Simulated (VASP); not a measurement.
## Y: structure and properties in VASP

Aim: relax Y, then compute properties on the relaxed cell. The steps: first try, relaxing cell and atoms (SCAN), single point with fields (SCAN), bands along the symmetry lines (SCAN), total and projected DOS (SCAN), volume scan with SCAN, fit for SCAN and independent-particle dielectric function (SCAN). The start is a cell from a database of measured crystal structures.

Method: SCAN; plane waves and PAW (Y_sv), in VASP 6.6.1.

Most raw output is cut from this account.

## 1. Set-up

Before any relaxation, the start is as follows. Symmetry: P6_3/mmc, No. 194, hexagonal system. The conventional cell has a = 3.647 Å, b = 3.647 Å, c = 5.731 Å, α = 90.00°, β = 90.00°, γ = 120.00°. Nearest to Y lie 12 Y at 3.56 to 3.65 Å.

## 2. First try

This run is made with a changed input; what comes of it follows.

File INCAR:

```
SYSTEM = Y
PREC = Low
ENCUT = 220
EDIFF = 1E-06
NELM = 89
ISMEAR = 1
SIGMA = 0.2
LREAL = .FALSE.
ALGO = Normal
METAGGA = SCAN
LASPH = .TRUE.
NBANDS = 17
LORBIT = 11
LWAVE = .FALSE.
LCHARG = .FALSE.
KPAR = 2
IBRION = 2
NSW = 30
ISIF = 3
EDIFFG = -0.01
```

File POSCAR:

```
Y
1.0
    3.6474000000      0.0000000000      0.0000000000
   -1.8237000000      3.1587410578      0.0000000000
    0.0000000000      0.0000000000      5.7306000000
Y
2
Direct
    0.3333333333      0.6666666667      0.2500000000
    0.6666666667      0.3333333333      0.7500000000
```

File KPOINTS:

```
Automatic mesh
0
Gamma
7 7 4
0 0 0
```

PAW data sets: Y_sv (PBE family, release 64).

Command:

```console
> mpirun -np 2 vasp_std
```

The job ended after 36 s (2 MPI ranks of Intel Xeon 6975P-C (Granite Rapids), shared host; peak memory 0.2 GiB; 68 s of CPU time).

The run converged, but on settings that are not sound, so its numbers are not to be trusted.

The fault in the input: cell relaxed at a low cutoff (ENCUT = 220 and PREC = "Low"). Relax cells at about 1.3 times the default cutoff with PREC = Accurate.

## 3. Relaxing cell and atoms (SCAN)

Properties are meant for the cell that this level of theory prefers, so cell and atoms are relaxed first (ISIF = 3) until forces and stress are small; EDIFFG sets the threshold.

Changes to INCAR since step 2:

```diff
@@ -1,6 +1,6 @@
 SYSTEM = Y
-PREC = Low
-ENCUT = 220
+PREC = Accurate
+ENCUT = 400
 EDIFF = 1E-06
-NELM = 89
+NELM = 100
 ISMEAR = 1
@@ -17,3 +17,3 @@
 IBRION = 2
-NSW = 30
+NSW = 60
 ISIF = 3
```

POSCAR is that of step 2.

KPOINTS is that of step 2.

Command:

```console
> mpirun -np 2 vasp_std
```

The job ended after 93 s (2 MPI ranks; peak memory 0.34 GiB).

The k-mesh is coarse for a metal. The PAW data sets were made with PBE, which is usual practice but a small mismatch for other functionals. The run keeps the 24 symmetry operations of its start, so it cannot find a distortion of lower symmetry.

Relaxation path:

| step | energy less that of the first step (eV) | largest force (eV/Å) | pressure (GPa) | volume (Å³) |
| --- | --- | --- | --- | --- |
| 1 | 0.0000 | 0.0000 | 0.22 | 66.02 |
| 2 | -0.0030 | 0.0000 | -0.10 | 66.45 |
| 3 | -0.0033 | 0.0000 | -0.18 | 66.56 |
| 4 | -0.0033 | 0.0000 | -0.34 | 66.79 |
| 5 | -0.0034 | 0.0000 | -0.24 | 66.65 |
| 6 | -0.0035 | 0.0000 | 0.02 | 66.22 |

| conventional cell, symmetrised | before | after | change |
| --- | --- | --- | --- |
| a (Å) | 3.647 | 3.677 | +0.8 % |
| b (Å) | 3.647 | 3.677 | +0.8 % |
| c (Å) | 5.731 | 5.655 | -1.3 % |
| volume (Å³/atom) | 33.01 | 33.11 | +0.3 % |

The relaxed structure:

```xyz
2
Lattice="3.6770 0.0000 0.0000 -1.8385 3.1844 0.0000 0.0000 0.0000 5.6552" Properties=species:S:1:pos:R:3 pbc="T T T"
Y     0.0000    2.1229    1.4138
Y     1.8385    1.0615    4.2414
```

This step gave:

```yaml
electrons: 22
bands: 17
irreducible_k_points: 24
symmetry_operations: 24
free_energy_toten: -55.6598 eV
energy_at_zero_smearing: -55.6614 eV
fermi_energy: 2.969 eV
pressure: 0.02047 GPa
metallic: yes
scf_cycles_over_all_ionic_steps: 68
```

It ends with forces that vanish by symmetry and a pressure of 0.02 GPa. The volume lies +0.3 % from that of the database's start.

## 4. Single point with fields (SCAN)

A single point on the relaxed cell gives a clean self-consistent state, with density, ELF and potential written out.

Changes to INCAR since step 3:

```diff
@@ -14,7 +14,5 @@
 LWAVE = .FALSE.
-LCHARG = .FALSE.
-KPAR = 2
-IBRION = 2
-NSW = 60
-ISIF = 3
-EDIFFG = -0.01
+LCHARG = .TRUE.
+ISIF = 2
+LELF = .TRUE.
+LVHAR = .TRUE.
```

File POSCAR:

```
Y
1.0
    3.6770194897      0.0000000000      0.0000000000
   -1.8385097448      3.1843922883      0.0000000000
    0.0000000000      0.0000000000      5.6552196470
Y
2
Direct
    0.3333333333      0.6666666667      0.2500000000
    0.6666666667      0.3333333333      0.7500000000
```

KPOINTS is that of step 3.

Command:

```console
> mpirun -np 2 vasp_std
```

Wall time 25 s (2 MPI ranks); peak memory 0.29 GiB.

This step gave:

```
SCF cycles          : 18
bands               : 18
free energy (TOTEN) : -55.6599 eV
pressure            : 0.02098 GPa
```

Valence electrons inside each PAW sphere by angular momentum. Sphere charges, by row:

| atom | s (e) | p (e) | d (e) | f (e) | tot (e) |
| --- | --- | --- | --- | --- | --- |
| Y1 | 2.271 | 6.258 | 0.873 | 0.006 | 9.408 |
| Y2 | 2.271 | 6.258 | 0.873 | 0.006 | 9.408 |

Valence density in the ac plane at fractional y = 0.333, with atoms of Y within 0.2 Å of it. It is the smooth field of the valence electrons, not physical close to the nuclei.

Ten steps, logarithmic in the rise over the least value, from '_' (0.1 e/Å³) to '@' (4.9 e/Å³), each cell a mean:
```
____________..::------::..__
__________..::==++**++==--..
__________::==**##%%##**++--
..______..--**##@@@@@@%%**==
::______..--**%%@@@@@@%%##++
..______..--**%%@@@@@@%%##++
..________--++##%%@@@@%%**==
__________..==**######**++::
____________::--==++++==::..
______________..::::::....__
__________________....______
____________________________
__........__________________
..::--::::..________________
::--------..______________..
::--====--::..____________..
::------::..______________..
..::::::::..________________
__......____________________
____________________________
__________________....______
```
Columns run along a (3.7 Å), rows up along c (5.7 Å). Atoms in or near the plane, at fractional coordinates: Y at (0.67, 0.75).

Electrostatic potential energy in the ac plane at fractional y = 0.333, with atoms of Y within 0.2 Å of it. With pseudopotentials it is smooth inside the atoms' cores, unlike the true potential.

Values in eV, 21 rows by 14 columns, each cell a mean:
```
  1   2   2   2   1   0  -2  -4  -7  -7  -7  -5  -3  -1
  0   1   2   2   0  -2  -6 -10 -12 -13 -13 -11  -7  -4
 -2   0   1   1  -1  -5 -10 -14 -17 -18 -18 -16 -12  -7
 -4  -1   1   0  -2  -8 -14 -18 -21 -21 -21 -19 -15 -11
 -5  -1   0   0  -3  -9 -15 -19 -21 -21 -21 -21 -17 -12
 -5  -1   0   0  -3  -9 -15 -19 -21 -21 -21 -20 -17 -12
 -3   0   1   0  -2  -7 -13 -17 -20 -21 -21 -18 -15 -10
 -2   1   2   1  -1  -4 -10 -14 -17 -18 -17 -15 -11  -7
  0   1   2   2   1  -1  -5  -8 -11 -12 -11  -9  -6  -3
  1   2   2   2   1   0  -1  -3  -5  -6  -5  -4  -2  -1
  1   1   1   1   1   1   0   0  -1  -1  -1   0   0   1
  0  -1  -1  -1   0   0   1   1   1   1   1   1   1   1
 -2  -3  -4  -3  -2  -1   0   1   2   2   2   2   1   0
 -4  -6  -7  -7  -5  -3  -1   1   2   2   2   2   0  -2
 -6  -8  -9  -9  -7  -4  -1   1   2   2   2   1   0  -3
 -7  -9 -10 -10  -8  -5  -2   0   2   2   2   1  -1  -3
 -6  -8  -9  -9  -7  -4  -1   1   2   2   2   1   0  -2
 -4  -6  -7  -6  -5  -2   0   1   2   2   2   2   0  -1
 -1  -2  -3  -3  -2  -1   1   1   2   2   2   2   1   0
  0   0   0   0   0   0   1   1   1   1   1   1   1   1
  1   1   1   1   1   1   0   0  -1  -1  -1  -1   0   1
```
Columns run along a (3.7 Å; values clipped at the 3rd and 97th percentile), rows up along c (5.7 Å). Atoms in or near the plane, at fractional coordinates: Y at (0.67, 0.75).

ELF in the ac plane at fractional y = 0.333, with atoms of Y within 0.2 Å of it. It is the smooth field of the valence electrons, not physical close to the nuclei.

Ten even steps from '0' (0.10) to '9' (0.76), each cell a mean:
```
35554100111000
14552002555310
02431036888741
01320168999973
00210279999984
00210269999984
01320158999862
02431025788640
14553001344200
35554200011001
33333322222223
11011235566543
00000135788641
00110015899620
01221014899620
02321014899510
01210014899620
00000025899630
00000135788642
21111234555443
34443321111122
```
Columns run along a (3.7 Å), rows up along c (5.7 Å). Atoms in or near the plane, at fractional coordinates: Y at (0.67, 0.75).

In this run the pressure is 0.02 GPa, small enough to go on.

## 5. Bands along the symmetry lines (SCAN)

Levels along the symmetry lines show where the bands peak and cross; KPOINTS_OPT computes them in the converged potential.

File INCAR:

```
SYSTEM = Y
PREC = Accurate
ENCUT = 400
EDIFF = 1E-06
NELM = 100
ISMEAR = 1
SIGMA = 0.2
LREAL = .FALSE.
ALGO = Normal
METAGGA = SCAN
LASPH = .TRUE.
NBANDS = 23
LORBIT = 11
LWAVE = .FALSE.
LCHARG = .FALSE.
KPAR = 2
```

POSCAR is that of step 4.

KPOINTS is that of step 4.

File KPOINTS_OPT:

```
Line mode
16
Line-mode
Reciprocal
  0.00000000   0.00000000   0.00000000 GAMMA
  0.50000000   0.00000000   0.00000000 M

  0.50000000   0.00000000   0.00000000 M
  0.33333333   0.33333333   0.00000000 K

  0.33333333   0.33333333   0.00000000 K
  0.00000000   0.00000000   0.00000000 GAMMA

  0.00000000   0.00000000   0.00000000 GAMMA
  0.00000000   0.00000000   0.50000000 A

  0.00000000   0.00000000   0.50000000 A
  0.50000000   0.00000000   0.50000000 L

  0.50000000   0.00000000   0.50000000 L
  0.33333333   0.33333333   0.50000000 H

  0.33333333   0.33333333   0.50000000 H
  0.00000000   0.00000000   0.50000000 A

  0.50000000   0.00000000   0.50000000 L
  0.50000000   0.00000000   0.00000000 M

  0.33333333   0.33333333   0.00000000 K
  0.33333333   0.33333333   0.50000000 H
```

Command:

```console
> mpirun -np 2 vasp_std
```

The job ended after 74 s (2 MPI ranks; peak memory 0.35 GiB).

This step gave:

```
bands    : 23
pressure : 0.02150 GPa
```

Electronic bands along the path, in eV, zero at the Fermi level; # counts the bands kept:

| point | #1 | #2 | #3 | #4 | #5 | #6 |
| --- | --- | --- | --- | --- | --- | --- |
| Γ | -4.87 | -1.85 | 0.89 | 1.93 | 1.93 | 2.39 |
| 0.53 of the way | -3.50 | -0.89 | -0.12 | 0.32 | 1.73 | 1.99 |
| M | -1.73 | -1.20 | -0.76 | -0.27 | 1.58 | 1.59 |
| 0.47 of the way | -1.42 | -0.91 | -0.71 | -0.40 | 1.37 | 1.47 |
| K | -0.75 | -0.75 | -0.67 | -0.57 | 1.23 | 1.23 |
| 0.47 of the way | -3.08 | -0.60 | -0.26 | 0.01 | 1.54 | 1.65 |
| Γ | -4.87 | -1.85 | 0.89 | 1.93 | 1.93 | 2.39 |
| 0.47 of the way | -4.50 | -2.17 | 0.72 | 1.77 | 1.77 | 2.02 |
| A | -3.36 | -3.36 | 1.12 | 1.12 | 1.82 | 1.82 |
| 0.47 of the way | -2.50 | -2.50 | 0.46 | 0.46 | 1.44 | 1.44 |
| L | -1.66 | -1.66 | 0.12 | 0.12 | 1.37 | 1.37 |
| 0.47 of the way | -1.31 | -1.31 | 0.25 | 0.25 | 0.74 | 0.74 |
| H | -0.43 | -0.43 | -0.29 | -0.29 | 0.38 | 0.38 |
| 0.53 of the way | -2.25 | -2.25 | 0.36 | 0.36 | 1.27 | 1.27 |
| A | -3.36 | -3.36 | 1.12 | 1.12 | 1.82 | 1.82 |
| jump to L | -1.66 | -1.66 | 0.12 | 0.12 | 1.37 | 1.37 |
| 0.47 of the way | -1.83 | -1.29 | -0.24 | -0.22 | 1.55 | 1.81 |
| M | -1.73 | -1.20 | -0.76 | -0.27 | 1.58 | 1.59 |
| jump to K | -0.75 | -0.75 | -0.67 | -0.57 | 1.23 | 1.23 |
| 0.47 of the way | -0.60 | -0.60 | -0.56 | -0.51 | 0.88 | 0.88 |
| H | -0.43 | -0.43 | -0.29 | -0.29 | 0.38 | 0.38 |

There is no gap at this level.

Of the bands kept, 2 cross the Fermi level on this path.

## 6. Total and projected DOS (SCAN)

A density of states needs more k-points than a total energy; ISMEAR = -5 takes tetrahedra, and LORBIT projects the states on the PAW spheres. The mesh is finer than in the run before.

Changes to INCAR since step 5:

```diff
@@ -5,3 +5,3 @@
 NELM = 100
-ISMEAR = 1
+ISMEAR = -5
 SIGMA = 0.2
@@ -16 +16,2 @@
 KPAR = 2
+NEDOS = 2001
```

POSCAR is that of step 5.

File KPOINTS:

```
Automatic mesh
0
Gamma
10 10 6
0 0 0
```

Command:

```console
> mpirun -np 2 vasp_std
```

Run time: 49 s. Hardware: 2 MPI ranks; peak memory 0.38 GiB; 90 s of CPU time.

With tetrahedra the forces and stress of a metal are not exact derivatives of the energy.

This step gave:

```yaml
scf_cycles: 16
irreducible_k_points: 56
free_energy_toten: -55.6480 eV
fermi_energy: 2.977 eV
pressure: 0.04926 GPa
dos_at_the_fermi_level: 3.931 states/eV/cell
```

The density of states has structure finer than the step of the table below, so its rows give means over 0.5 eV, whole bins alone (the curve runs from -12.0 to 2.75 eV). Peaks (eV: height): total 0.14: 5.15, 1.35: 4.79, 2.19: 5.31; Y d 0.14: 2.14, 1.35: 2.54, 2.19: 3.47; Y p 0.14: 1.02, 1.25: 0.716, 2.19: 0.380; Y s -1.82: 0.293.

States under -12.0 eV and over 2.7 eV are left out. Density of states against energy, zero at the Fermi level; means over each step; values in states/eV/cell:

| energy (eV) | total | Y d | Y p | Y s |
| --- | --- | --- | --- | --- |
| -5.5 | 0 | 0 | 0 | 0 |
| -5.0 | 0.00599 | 0 | 9.4e-5 | 0.00172 |
| -4.5 | 0.143 | 2.9e-4 | 0.00539 | 0.0400 |
| -4.0 | 0.275 | 0.00251 | 0.0196 | 0.0727 |
| -3.5 | 0.396 | 0.00891 | 0.0407 | 0.0979 |
| -3.0 | 0.545 | 0.0263 | 0.0705 | 0.123 |
| -2.5 | 0.776 | 0.0727 | 0.111 | 0.153 |
| -2.0 | 1.39 | 0.258 | 0.171 | 0.222 |
| -1.5 | 1.82 | 0.483 | 0.211 | 0.214 |
| -1.0 | 2.22 | 0.795 | 0.248 | 0.134 |
| -0.5 | 2.57 | 1.09 | 0.377 | 0.0288 |
| 0.0 | 3.93 | 1.63 | 0.758 | 0.0295 |
| 0.5 | 1.67 | 0.769 | 0.267 | 0.00960 |
| 1.0 | 2.41 | 1.23 | 0.355 | 0.0221 |
| 1.5 | 4.23 | 2.38 | 0.522 | 0.0362 |
| 2.0 | 3.70 | 2.34 | 0.295 | 0.0307 |

The finer mesh and the other smearing move the Fermi level by +0.01 eV from the 7×7×4 run, a small shift, which tests the Fermi level alone. Of the states within 0.3 eV of the Fermi level, the largest shares in the PAW spheres are Y d 41 % and Y p 19 %. The rest lies in smaller channels or between the spheres.

## 7. Volume scan with SCAN, volume scale 0.94

An equation of state needs energies on both sides of the minimum, all on one mesh and cutoff.

File INCAR:

```
SYSTEM = Y
PREC = Accurate
ENCUT = 400
EDIFF = 1E-06
NELM = 100
ISMEAR = 1
SIGMA = 0.2
LREAL = .FALSE.
ALGO = Normal
METAGGA = SCAN
LASPH = .TRUE.
NBANDS = 17
LORBIT = 11
LWAVE = .FALSE.
LCHARG = .FALSE.
KPAR = 2
ISIF = 2
```

File POSCAR:

```
Y
1.0
    3.6019572136      0.0000000000      0.0000000000
   -1.8009786067      3.1193864503      0.0000000000
    0.0000000000      0.0000000000      5.5397746079
Y
2
Direct
    0.3333333333      0.6666666667      0.2500000000
    0.6666666667      0.3333333333      0.7500000000
```

File KPOINTS:

```
Automatic mesh
0
Gamma
7 7 4
0 0 0
```

Command:

```console
> mpirun -np 2 vasp_std
```

The job ended after 31 s (2 MPI ranks; peak memory 0.32 GiB; 53 s of CPU time).

The scan keeps the cell's shape and the fractional positions fixed.

Numbers from this step:

```yaml
scf_cycles: 15
bands: 17
irreducible_k_points: 24
free_energy_toten: -55.6205 eV
energy_at_zero_smearing: -55.6217 eV
fermi_energy: 3.298 eV
pressure: 3.107 GPa
```

The pressure here is 3.11 GPa.

## 8. Volume scan with SCAN, volume scale 0.96

INCAR is that of step 7.

File POSCAR:

```
Y
1.0
    3.6273239452      0.0000000000      0.0000000000
   -1.8136619726      3.1413546843      0.0000000000
    0.0000000000      0.0000000000      5.5787883906
Y
2
Direct
    0.3333333333      0.6666666667      0.2500000000
    0.6666666667      0.3333333333      0.7500000000
```

KPOINTS is that of step 7.

Command:

```console
> mpirun -np 2 vasp_std
```

Elapsed: 30 s, on 2 MPI ranks; peak memory 0.32 GiB; 53 s of CPU time.

This step gave:

| Quantity | Value |
| --- | --- |
| free energy (TOTEN) | -55.6420 eV |
| energy at zero smearing | -55.6435 eV |
| Fermi energy | 3.184 eV |
| pressure | 1.983 GPa |

The pressure falls from 3.11 to 1.98 GPa.

The run ends at a pressure of 1.98 GPa.

## 9. Volume scan with SCAN, volume scale 0.98

INCAR is that of step 8.

File POSCAR:

```
Y
1.0
    3.6523407630      0.0000000000      0.0000000000
   -1.8261703814      3.1630198840      0.0000000000
    0.0000000000      0.0000000000      5.6172640091
Y
2
Direct
    0.3333333333      0.6666666667      0.2500000000
    0.6666666667      0.3333333333      0.7500000000
```

KPOINTS is that of step 8.

Command:

```console
> mpirun -np 2 vasp_std
```

The job ended after 27 s (2 MPI ranks; peak memory 0.33 GiB).

The pressure falls from 1.98 to 0.95 GPa.

The run ends at a pressure of 0.95 GPa.

## 10. Volume scan with SCAN, volume scale 1

INCAR is that of step 9.

File POSCAR:

```
Y
1.0
    3.6770194897      0.0000000000      0.0000000000
   -1.8385097448      3.1843922883      0.0000000000
    0.0000000000      0.0000000000      5.6552196470
Y
2
Direct
    0.3333333333      0.6666666667      0.2500000000
    0.6666666667      0.3333333333      0.7500000000
```

KPOINTS is that of step 9.

Command:

```console
> mpirun -np 2 vasp_std
```

It took 23 s on 2 MPI ranks; peak memory 0.33 GiB; 39 s of CPU time.

The pressure falls from 0.95 to 0.02 GPa.

The run ends at a pressure of 0.02 GPa.

## 11. Volume scan with SCAN, volume scale 1.02

INCAR is that of step 10.

File POSCAR:

```
Y
1.0
    3.7013713218      0.0000000000      0.0000000000
   -1.8506856609      3.2054815936      0.0000000000
    0.0000000000      0.0000000000      5.6926725242
Y
2
Direct
    0.3333333333      0.6666666667      0.2500000000
    0.6666666667      0.3333333333      0.7500000000
```

KPOINTS is that of step 10.

Command:

```console
> mpirun -np 2 vasp_std
```

The job ended after 22 s (2 MPI ranks; peak memory 0.32 GiB; 41 s of CPU time).

The pressure falls from 0.02 to -0.80 GPa.

The run ends at a pressure of -0.80 GPa.

## 12. Volume scan with SCAN, volume scale 1.04

INCAR is that of step 11.

File POSCAR:

```
Y
1.0
    3.7254068740      0.0000000000      0.0000000000
   -1.8627034370      3.2262969923      0.0000000000
    0.0000000000      0.0000000000      5.7296389660
Y
2
Direct
    0.3333333333      0.6666666667      0.2500000000
    0.6666666667      0.3333333333      0.7500000000
```

KPOINTS is that of step 11.

Command:

```console
> mpirun -np 2 vasp_std
```

Elapsed: 30 s, on 2 MPI ranks; peak memory 0.33 GiB.

The pressure falls from -0.80 to -1.54 GPa.

The run ends at a pressure of -1.54 GPa.

[end of part 1 of 2]

[Lines on the potential files, build, host, timing and source positions are cut from VASP's logs without a mark.]

[Logs are printed without paths, hosts, clocks, repeated set-up lines and the standing remarks that a program may print on its own settings, such as how far it seeks lower states.]

[Hosts, paths, dates, database ids (printed as entryN), source tags and the programs' standing remarks are cut or masked in the printed files.]

[A measured line is paired with the nearest computed mode of its activity, which favours agreement.]
